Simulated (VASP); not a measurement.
Input for VASP

**KPOINTS**
```
Automatic mesh
0
Gamma
11 11 11
0 0 0
```

**POSCAR**
```
TiN
1
    0.0000000000     2.1200000000     2.1200000000
    2.1200000000     0.0000000000     2.1200000000
    2.1200000000     2.1200000000     0.0000000000
Ti N
1 1
Direct
  0.0000000000   0.0000000000   0.0000000000
  0.5000000000   0.5000000000   0.5000000000
```

### INCAR
```
SYSTEM = TiN
PREC = Accurate
ENCUT = 520
EDIFF = 1E-6
NELM = 6
ALGO = Normal
LREAL = .FALSE.
LASPH = .TRUE.
ISMEAR = 1
SIGMA = 0.1
GGA = PE
LMAXMIX = 4
LWAVE = .FALSE.
LCHARG = .FALSE.
ISIF = 2
```

POTCAR, in this order: Ti_sv N (PBE.64 set). Program: vasp_std.

Output of the run:

### standard output
```
 POSCAR found type information on POSCAR TiN
 POSCAR found :  2 types and       2 ions
 Reading from existing POTCAR
 Reading from existing POTCAR
 LDA part: xc-table for (Slater+PW92), standard interpolation
 POSCAR, INCAR and KPOINTS ok, starting setup
 WAVECAR not read
 entering main loop
       N       E                     dE             d eps       ncg     rms          rms(c)
DAV:   1     0.142080422596E+03    0.14208E+03   -0.87715E+03  1344   0.167E+03
DAV:   2    -0.115721822912E+02   -0.15365E+03   -0.14760E+03  1412   0.419E+02
DAV:   3    -0.241645315593E+02   -0.12592E+02   -0.12271E+02  1668   0.117E+02
DAV:   4    -0.247887831773E+02   -0.62425E+00   -0.62093E+00  1852   0.250E+01
DAV:   5    -0.248052123799E+02   -0.16429E-01   -0.16427E-01  1760   0.351E+00    0.185E+01
DAV:   6    -0.199482738753E+02    0.48569E+01   -0.31813E+01  1648   0.715E+01

 -----------------------------------------------------------------------------
|                                                                             |
|           W    W    AA    RRRRR   N    N  II  N    N   GGGG   !!!           |
|           W    W   A  A   R    R  NN   N  II  NN   N  G    G  !!!           |
|           W    W  A    A  R    R  N N  N  II  N N  N  G       !!!           |
|           W WW W  AAAAAA  RRRRR   N  N N  II  N  N N  G  GGG   !            |
|           WW  WW  A    A  R   R   N   NN  II  N   NN  G    G                |
|           W    W  A    A  R    R  N    N  II  N    N   GGGG   !!!           |
|                                                                             |
|     The electronic self-consistency was not achieved in the given           |
|     number of steps (NELM). The forces and other quantities evaluated       |
|     might not be reliable so examine the results carefully. If you find     |
|     spurious results, we suggest increasing NELM, if you were close to      |
|     convergence or switching to a different ALGO or adjusting the           |
|     density mixing parameters otherwise.                                    |
|                                                                             |
 -----------------------------------------------------------------------------

   1 F= -.19948274E+02 E0= -.19948208E+02  d E =-.196722E-03
```

OUTCAR:
```
------------------------ aborting loop EDIFF was not reached (unconverged)  ----------------------------
  FORCE on cell =-STRESS in cart. coord.  units (eV):
  Direction    XX          YY          ZZ          XY          YZ          ZX
  --------------------------------------------------------------------------------------
  Total        6.3491324      6.3491324      6.3491324      0.0000000      0.0000000      0.0000000
  in kB      533.8108376    533.8108376    533.8108376      0.0000000      0.0000000      0.0000000
  external PRESSURE =     533.8108376 kB  Pullay stress =       0.0000000 kB
  volume of cell :       19.06
      direct lattice vectors                 reciprocal lattice vectors
     0.000000000  2.120000000  2.120000000    -0.235849057  0.235849057  0.235849057
     2.120000000  0.000000000  2.120000000     0.235849057 -0.235849057  0.235849057
     2.120000000  2.120000000  0.000000000     0.235849057  0.235849057 -0.235849057
 POSITION                                       TOTAL-FORCE (eV/Angst)
 -----------------------------------------------------------------------------------
      0.00000      0.00000      0.00000         0.000000      0.000000     -0.000000
      2.12000      2.12000      2.12000        -0.000000      0.000000      0.000000
 -----------------------------------------------------------------------------------
    total drift:                                0.000000     -0.000000     -0.000000
  FREE ENERGIE OF THE ION-ELECTRON SYSTEM (eV)
  ---------------------------------------------------
  free  energy   TOTEN  =       -19.9482738753 eV

  energy  without entropy=      -19.9480771534  energy(sigma->0) =      -19.94820830
```
(Selected blocks of OUTCAR.)

**Question.** Read the log: what went wrong, and how is it fixed?

**Answer.** The cause: NELM is too small, so the electronic loop ends before EDIFF is met. Convergence was not reached. Against the sound run, the energy per atom (σ→0) drops by 0.161 eV/atom; the pressure increases by 51.55 GPa. To mend it, set NELM = 100.

The mended run (PBE GGA, plane waves, VASP's PBE PAW potentials (set 64)) converges, and its OSZICAR ends with
```
   1 F= -.19627626E+02 E0= -.19627128E+02  d E =-.149262E-02
```

The compound is TiN in the rock salt structure. The cell was not relaxed at this level. The electron count is odd and the run is not spin-polarised, which forces a metal.
